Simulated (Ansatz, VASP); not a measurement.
# Cross-check of Ni (Ni(110)) between VASP and Ansatz, part 2 of 2

Wanted: the spread between two codes on one cell, functional and k mesh.

VASP 6.6.1 and Ansatz 0.2.0.

So far: Starting point; VASP: single point, PBEsol.

## (3) Ansatz: single point, PBEsol

Level of this step: Ansatz beside VASP: Kohn-Sham DFT, plane waves, PBEsol (Ansatz).

Ansatz runs on its default PAW (the set named soft_2) files.

The same cell, functional, mesh and smearing now go to Ansatz, which takes its cutoff from its data sets.

The input, input.yaml:

```yaml
crystal:
  lattice:
    - [3.4606795448, 0.0, 0.0]
    - [0.0, 2.4470699736, 0.0]
    - [0.0, 0.0, 24.7882798946]
  atoms:
    - { symbol: Ni, position: [0.0, 0.0, 0.3056474328], spin: 1.0 }
    - { symbol: Ni, position: [0.5, 0.5, 0.3500460974], spin: 1.0 }
    - { symbol: Ni, position: [0.0, 0.0, 0.400929657], spin: 1.0 }
    - { symbol: Ni, position: [0.5, 0.5, 0.4505337769], spin: 1.0 }
    - { symbol: Ni, position: [0.0, 0.0, 0.5], spin: 1.0 }
    - { symbol: Ni, position: [0.5, 0.5, 0.5494662231], spin: 1.0 }
    - { symbol: Ni, position: [0.0, 0.0, 0.599070343], spin: 1.0 }
    - { symbol: Ni, position: [0.5, 0.5, 0.6499539026], spin: 1.0 }
    - { symbol: Ni, position: [0.0, 0.0, 0.6943525672], spin: 1.0 }
hamiltonian:
  xc: pbesol
  pseudopotentials: { kind: paw }
magnetization:
  spin_polarized: true
kpoints:
  mp_grid: { grid: [9, 12, 1] }
scf:
  occupations: { method: methfessel_paxton, width: 0.15 }
  n_extra_bands: 12
efield:
  axis: 3
  dipole_correction: true
  ramp_width: 0.04
output:
  forces: true
  eigenvalues: true
  write_density: true
  write_potential: true
  elf: true
  volumetric_format: npy
```

The run is started by

```bash
> ansatz run input.yaml --threads 4 --pin off --max-ram 9216MiB --backend cpu --events-out ev --progress --plain --runs-dir out
```

Numbers of over 12 decimals in the logs are rounded to 6 here.

What it wrote:

```text
Warning: the band count 93 (scf.n_extra_bands) hosts the net moment |M| = 9.0000 μB (N_el = 162) but caps the reachable moment at 2·n_bands − N_el = 24.0000 μB, below the 103 bands that the automatic rule leaves for it — a moment growing past the seed, or the majority channel's smearing tail, pins there with fewer empty majority states than that count leaves; raise or omit scf.n_extra_bands unless the cap is intended
scf.n_extra_bands = 12 over 81 filled bands (N_el = 162.0): the run solves 93 bands
Engine: ansatz 0.2.0, x86_64-unknown-linux-gnu
Pseudopotentials: kind: paw
Pseudopotential: Ni, paw, valence charge 18, recommended cutoff 420 eV (normal), Ni.paw.azcp
Functional definition: PBEsol
  exchange = pbesol_x
  correlation = pbesol_c
Crystal: 9 atoms, lattice volume = 209.920 Å³
Basis set: ecut = 420 eV, 4061 PW (Γ), exchange–correlation on 48×36×360 points (8 copies of the dense FFT grid, shifted against one another)
Bands: 93, of which v1, the nominal top of the filled ones, is band 81 counted from 1 (80 counted from 0)
Symmetry: 4 space group operations
k-points: 35 of 108
Non-local potential: Ni, projectors of the file, l = 0: 3, l = 1: 2, l = 2: 3, l = 3: 1
PAW form: soft (Blöchl's): semilocal exchange-correlation on the pseudo side does not see the compensation charge
PAW frozen core: Ni, regenerated for the run's functional, and the local potential with it (the file was generated under x = pbe(κ = 0.804, μ = 0.219515), c = pbe(β = 0.066725))
PAW one-centre angular grid: Ni, 590 points (default); XC on 64 Gauss nodes
Initial density: superposition of atomic densities (neutral atoms: chi_scale 0, normalization atom)
Starting moments: Σ|m| = 9 μB on 9 of 9 sites
Initial wavefunctions: pseudopotential atomic-orbital guess
Functional: x = pbesol(κ = 0.804, μ = 0.123457), c = pbesol(β = 0.046)
SCF iter   1: F=—  HF=-52233.935841 eV  |F-HF|=—  |Δ(HF+E_count)|=         —  Δρ=3.26e-2 (↑2.61e-2 ↓3.26e-2)  dr2=1.04e1  dr2_m=3.85e-1  M=8.005 μB ∫|m|=8.372 μB  β_m=1.00  ethr=3.10e-3  p=0.000 e·Å  D=5.75e-13 V/Å  ΔV_dip=-0.00 eV  dr2_dipole=1.22e-9  V_vac-E_F(+/−)=7.17/7.17 eV  ⟨swp⟩=7.6  Hψ=30585  notcnv=0
Mixer restart at iter 1: flushing history
efield: sawtooth ramp at fractional position 0.9800 (placed from the atoms, in the widest stretch of the axis that holds none; the zero of the levels goes with the place), width 0.0400; the density the first Hamiltonian is built on has a dipole p = 0.000 e·Å; the dipole correction subtracts the counter field D = 5.75e-13 V/Å, which shifts the + side's vacuum level by -0.00 eV against the − side's; the planar-averaged density in the ramp window peaks in size at 2.6e-5 e/Å³
preconditioner: auto → LDOS  [metal: Δε(μ)=0.004 eV  Ē_g=5.100 eV  σ=0.150 eV  W_gap=0.01  n_scr=56 (ndim 8)  ℏωp=24.3 eV  f_vac=0.503  D(μ)=15.48/eV (n_scr^D=186)]
spin=Collinear: LDOS preconditioning applied to the charge; magnetization (m = ρ↑ − ρ↓) channel mixes plain (no charge-response kernel on spin).
SCF iter   2: F=—  HF=-52233.731683 eV  |F-HF|=—  |Δ(HF+E_count)|=   2.04e-1  Δρ=1.76e-2 (↑1.20e-2 ↓1.76e-2)  dr2=1.89e0  dr2_m=5.54e-2  M=7.322 μB ∫|m|=8.006 μB  β_m=0.30  ethr=3.10e-3  p=-0.000 e·Å  D=-9.88e-6 V/Å  ΔV_dip=0.00 eV  dr2_dipole=7.09e-11  V_vac-E_F(+/−)=6.13/6.13 eV  ⟨swp⟩=2.4  Hψ=11675  notcnv=0  defer=159
density mixer auto → msr1: a metal under ldos (density of states about μ 3.54 of a free-electron gas's, 56 screened modes)
SCF iter   3: F=—  HF=-52236.915399 eV  |F-HF|=—  |Δ(HF+E_count)|=    3.18e0  Δρ=1.15e-2 (↑5.92e-3 ↓1.15e-2)  dr2=4.71e-1  dr2_m=8.04e-2  M=7.174 μB ∫|m|=7.844 μB  β_m=0.47  ethr=1.17e-3  p=-0.000 e·Å  D=-2.84e-6 V/Å  ΔV_dip=0.00 eV  dr2_dipole=1.43e-9  V_vac-E_F(+/−)=5.68/5.68 eV  ⟨swp⟩=2.2  Hψ=10852  notcnv=0  defer=161
SCF iter   4: F=—  HF=-52240.670146 eV  |F-HF|=—  |Δ(HF+E_count)|=    3.75e0  Δρ=1.50e-2 (↑4.84e-3 ↓1.50e-2)  dr2=2.90e-1  dr2_m=1.34e-1  M=6.599 μB ∫|m|=7.335 μB  β_m=0.50  ethr=2.91e-4  p=0.000 e·Å  D=3.31e-6 V/Å  ΔV_dip=-0.00 eV  dr2_dipole=6.03e-9  V_vac-E_F(+/−)=5.07/5.07 eV  ⟨swp⟩=2.4  Hψ=10474  notcnv=0  defer=163
SCF iter   5: F=—  HF=-52241.845399 eV  |F-HF|=—  |Δ(HF+E_count)|=    1.18e0  Δρ=6.75e-3 (↑4.59e-3 ↓6.75e-3)  dr2=1.28e-1  dr2_m=3.57e-2  M=6.218 μB ∫|m|=6.916 μB  β_m=0.65  ethr=1.79e-4  p=0.000 e·Å  D=9.06e-6 V/Å  ΔV_dip=-0.00 eV  dr2_dipole=1.91e-9  V_vac-E_F(+/−)=4.92/4.92 eV  ⟨swp⟩=2.4  Hψ=12505  notcnv=0  defer=164
SCF iter   6: F=—  HF=-52241.921866 eV  |F-HF|=—  |Δ(HF+E_count)|=   7.65e-2  Δρ=4.66e-3 (↑3.44e-3 ↓4.66e-3)  dr2=5.73e-2  dr2_m=1.44e-2  M=5.860 μB ∫|m|=6.576 μB  β_m=0.67  ethr=7.91e-5  p=0.000 e·Å  D=3.80e-6 V/Å  ΔV_dip=-0.00 eV  dr2_dipole=3.96e-9  V_vac-E_F(+/−)=4.74/4.74 eV  ⟨swp⟩=3.2  Hψ=16279  notcnv=0  defer=163
SCF iter   7: F=—  HF=-52241.929677 eV  |F-HF|=—  |Δ(HF+E_count)|=   7.81e-3  Δρ=2.59e-3 (↑1.18e-3 ↓2.59e-3)  dr2=1.64e-2  dr2_m=1.32e-3  M=5.863 μB ∫|m|=6.587 μB  β_m=0.57  ethr=3.54e-5  p=0.000 e·Å  D=4.11e-6 V/Å  ΔV_dip=-0.00 eV  dr2_dipole=1.03e-8  V_vac-E_F(+/−)=4.68/4.68 eV  ⟨swp⟩=2.3  Hψ=11103  notcnv=0  defer=163
[...]
SCF iter  30: F=-52241.833981 eV  HF=-52241.833997 eV  |F-HF|=1.60e-5  |Δ(HF+E_count)|=   3.06e-7  S|Δr|=    0.00e0  Δρ=4.76e-5 (↑8.81e-6 ↓4.76e-5)  dr2=1.62e-5  dr2_m=7.58e-7  M=5.987 μB ∫|m|=6.721 μB  β_m=1.00  ethr=1.31e-11  p=0.000 e·Å  D=2.11e-7 V/Å  ΔV_dip=-0.00 eV  dr2_dipole=1.36e-7  V_vac-E_F(+/−)=4.66/4.66 eV  ⟨swp⟩=3.3  Hψ=13815  notcnv=0  κ⁻¹=3.6e-4(r=3)
SCF iter  31: F=-52241.833996 eV  HF=-52241.833997 eV  |F-HF|=4.11e-7  |Δ(HF+E_count)|=   1.94e-7  S|Δr|=    0.00e0  Δρ=9.35e-6 (↑1.99e-6 ↓9.35e-6)  dr2=4.19e-7  dr2_m=2.83e-8  M=5.987 μB ∫|m|=6.721 μB  β_m=1.00  ethr=1.31e-11  p=0.000 e·Å  D=7.81e-8 V/Å  ΔV_dip=-0.00 eV  dr2_dipole=9.33e-9  V_vac-E_F(+/−)=4.66/4.66 eV  ⟨swp⟩=2.4  Hψ=12234  notcnv=0  κ⁻¹=1.2e-5(r=4)
SCF iter  32: F=-52241.833996 eV  HF=-52241.833997 eV  |F-HF|=3.19e-7  |Δ(HF+E_count)|=   5.37e-9  S|Δr|=    0.00e0  Δρ=6.48e-6 (↑1.26e-6 ↓6.48e-6)  dr2=3.22e-7  dr2_m=1.42e-8  M=5.987 μB ∫|m|=6.721 μB  β_m=1.00  ethr=1.31e-11  p=0.000 e·Å  D=7.26e-7 V/Å  ΔV_dip=-0.00 eV  dr2_dipole=5.73e-9  V_vac-E_F(+/−)=4.66/4.66 eV  ⟨swp⟩=2.0  Hψ=7981  notcnv=0  κ⁻¹=1.2e-6(r=5)
SCF iter  33: F=-52241.833996 eV  HF=-52241.833997 eV  |F-HF|=1.10e-6  |Δ(HF+E_count)|=   1.64e-8  S|Δr|=    0.00e0  Δρ=1.49e-5 (↑2.69e-6 ↓1.49e-5)  dr2=1.10e-6  dr2_m=7.36e-8  M=5.987 μB ∫|m|=6.721 μB  β_m=1.00  ethr=1.31e-11  p=-0.000 e·Å  D=-3.49e-6 V/Å  ΔV_dip=0.00 eV  dr2_dipole=3.68e-8  V_vac-E_F(+/−)=4.66/4.66 eV  ⟨swp⟩=2.0  Hψ=9199  notcnv=0  κ⁻¹=4.0e-7(r=6)
SCF iter  34: F=-52241.833997 eV  HF=-52241.833997 eV  |F-HF|=2.46e-7  |Δ(HF+E_count)|=   1.31e-8  S|Δr|=    0.00e0  Δρ=6.99e-6 (↑1.51e-6 ↓6.99e-6)  dr2=2.43e-7  dr2_m=1.59e-8  M=5.987 μB ∫|m|=6.721 μB  β_m=1.00  ethr=1.31e-11  p=-0.000 e·Å  D=-1.85e-6 V/Å  ΔV_dip=0.00 eV  dr2_dipole=1.40e-8  V_vac-E_F(+/−)=4.66/4.66 eV  ⟨swp⟩=2.0  Hψ=9409  notcnv=0  κ⁻¹=2.3e-7(r=7)
SCF iter  35: F=-52241.833997 eV  HF=-52241.833997 eV  |F-HF|=9.86e-8  |Δ(HF+E_count)|=   3.82e-9  S|Δr|=    0.00e0  Δρ=3.50e-6 (↑1.07e-6 ↓3.50e-6)  dr2=9.01e-8  dr2_m=4.14e-9  M=5.987 μB ∫|m|=6.721 μB  ethr=1.31e-11  p=-0.000 e·Å  D=-1.77e-6 V/Å  ΔV_dip=0.00 eV  dr2_dipole=1.24e-8  V_vac-E_F(+/−)=4.66/4.66 eV  ⟨swp⟩=9.1  Hψ=46089  notcnv=0
SCF 1 converged in 35 iterations: F = -52241.833997 eV  dr2 = 9.01e-8
  greatest PAW one-centre occupation: 1.002 electrons in one spin orbital (limit 2), on the Ni atom at site 0 (counted from 0), in its partial waves of l = 1
WARN: The output density's exchange-correlation potential varies sharply where the density is thin. Do not read a vacuum level from v_tot or v_xc, or from such a field of the output density. On a cell that repeats whose density bears no net charge and no dipole along the vacuum's axis use v_es (v_loc + v_h of the components); under efield.dipole_correction with no amplitude use v_es + v_field, which holds any externa [...]
this state was not tested for a lower state beside it, because cold or Methfessel-Paxton smearing, or corrected tetrahedra, fill the levels in a way that the test cannot read (fill_not_monotonic; see scf.lower_state_search)
SCF converged after 35 iterations
an eigenvalue changed by more than its tolerance at an iteration that met the thresholds in force, so the SCF went on 2 times, its first undamped step at iteration 27: the last check found none over its tolerance
Magnetization: 5.9869 μB (83.9935 up, 78.0065 down)
Absolute magnetization: 6.7279 μB (∫|ρ↑−ρ↓|, with the PAW one-centre terms)
Spin contamination: 0.0644 ħ² per cell (⟨S²⟩ above its minimum at these occupations)
Per-site moments (μB) at R_I (Å): [(0.769406, 0.974277), (0.683864, 0.985034), (0.677836, 0.974277), (0.678936, 1.009416), (0.664595, 1.009416), (0.678935, 1.009416), (0.677836, 0.974277), (0.683871, 0.985034), (0.769417, 0.974277)]
Free energy (F): -52241.833997 eV
Harris-Foulkes:  -52241.833997 eV  (|F-HF|=9.86e-8)
Internal energy: -52241.822671 eV  (E = F + TS)
E sigma→0 (E₀):  -52241.831165 eV
Entropy (-TS):   -0.011325 eV (-1.258 meV/atom)
Fermi energy:    5.963063 eV
Dipole field:    D = 0.000145 V/Å  (p = 0.000168 e·Å, saw-weighted, corrected)
Work function:   Φ+ = 4.6549 eV   Φ− = 4.6585 eV
Levels:          The Fermi level and band energies are counted from a zero that moves with the ramp; work functions are not
--- Per-component energies (eV) ---
  E_band       = -4524.952855
  E_kinetic    = 2545.301148
  E_local      = -392116.171211  (includes V_loc(G=0)·N_el)
  E_nonlocal   = 5733.348103
  E_hartree    = 192503.691897
  E_xc         = -758.435551
  E_vxc        = -981.418031  (∫ρ·V_xc dr)
  E_paw        = -14356.121066  (= ΣΔE_a)
  E_vpaw       = -4713.490913  (= ΣTr[D̂ρ^β])
  E_aug_tail   = 0.004444  (compensation charges beyond the density's cutoff)
  E_efield     = 0.000000  (sawtooth field / dipole correction)
  E_vefield    = 0.000000  (∫n·V_field dr)
  E_ewald      = 154204.783965
  E_core_change = 1.775600  (= ΣΔE_core)
  E_smearing   = -0.011325  (= −TS)
  E_closure    = 0.000000  (closes the sum)
  Σ components = -52241.833997   (vs F -52241.833997, Δ=0.00e0)
--- Forces (eV/Å), atoms counted from 1 ---
  atom   1  Ni     0.00000000     0.00000000     0.01328669
  atom   2  Ni     0.00000000     0.00000000     0.03020740
  atom   3  Ni     0.00000000     0.00000000     0.03232807
  atom   4  Ni     0.00000000     0.00000000     0.02875516
  atom   5  Ni     0.00000000    -0.00000000    -0.00000892
  atom   6  Ni     0.00000000    -0.00000000    -0.02877422
  atom   7  Ni     0.00000000    -0.00000000    -0.03233927
  atom   8  Ni     0.00000000    -0.00000000    -0.03021619
  atom   9  Ni     0.00000000    -0.00000000    -0.01328993
  max |Σ_I F_I| component: 5.12e-5 eV/Å
--- Band table (eV; the first three rows and the last of 70) ---
  k-point 0 ↑: bands = [... 77 lower, 4.9792, 5.1498, 5.1930, 5.2655, 5.2937, 5.3629, 5.4384, 5.5048, ... 8 higher]
  k-point 1 ↑: bands = [... 77 lower, 5.0375, 5.1531, 5.1884, 5.1895, 5.2836, 5.3131, 5.3873, 5.5003, ... 8 higher]
  k-point 2 ↑: bands = [... 77 lower, 4.9907, 5.0661, 5.1117, 5.1250, 5.3116, 5.3631, 5.4860, 5.4895, ... 8 higher]
  k-point 34 ↓: bands = [... 77 lower, 6.1761, 6.2412, 6.2599, 6.3736, 6.6015, 6.7925, 7.9882, 8.2203, ... 8 higher]
```

The job ended after 94 s (4 threads of Intel Xeon Platinum 8488C (Sapphire Rapids), shared host; peak memory 1.4 GiB; 6.2 min of CPU time).

In the SCF lines HF is the Harris–Foulkes energy and dr2 the Hartree energy of the density residual, in eV; the loop may stop once dr2 is under the threshold and the program's other checks hold. Hψ counts applications of the Hamiltonian.

## (4) Differences

Known differences besides the potentials themselves: the data sets hold 162 valence electrons in Ansatz (default PAW (the set named soft_2) files) and 90 in VASP; the cutoff is 420 eV in Ansatz and 320 eV in VASP (PREC = Normal); Ansatz makes its cores anew for this functional, VASP keeps those of its PBE data sets; site moments are counted in spheres of each program's own size. Total energies have different zeros and are not compared.

Compared:

```tsv
quantity	Ansatz	VASP	difference
total moment (μB)	5.99	5.80	+0.19
moment on Ni1 (μB)	0.77	0.73	+0.04
moment on Ni9 (μB)	0.77	0.73	+0.04
moment on Ni4 (μB)	0.68	0.63	+0.05
moment on Ni6 (μB)	0.68	0.63	+0.05
moment on Ni2 (μB)	0.68	0.63	+0.06
moment on Ni8 (μB)	0.68	0.63	+0.06
moment on Ni3 (μB)	0.68	0.62	+0.05
moment on Ni7 (μB)	0.68	0.62	+0.05
work function, lower of the two faces (eV)	4.65	4.61	+0.05
work function, higher of the two faces (eV)	4.66	4.61	+0.05
```

At this near-relaxed geometry the largest component of a force difference is 15 meV/Å. VASP's log warns that it found no field-free region in the vacuum, so its work functions are uncertain.

## (5) Summary of results

```yaml
difference_in_work_function_higher_of_the_two_faces_single_point_pbesol: 0.052 eV
```

In words: The difference in work function, higher of the two faces is 0.052 eV (single point, PBEsol). Such differences can come from data sets, numerical settings and the points named under the comparisons, not from the functional's error against experiment.

[Lines on the potential files, build, host, timing and source positions are cut from VASP's logs without a mark.]

[Logs are printed without paths, hosts, clocks, repeated set-up lines and the standing remarks that a program may print on its own settings, such as how far it seeks lower states.]

[Hosts, paths, dates, database ids (printed as entryN), source tags and the programs' standing remarks are cut or masked in the printed files.]
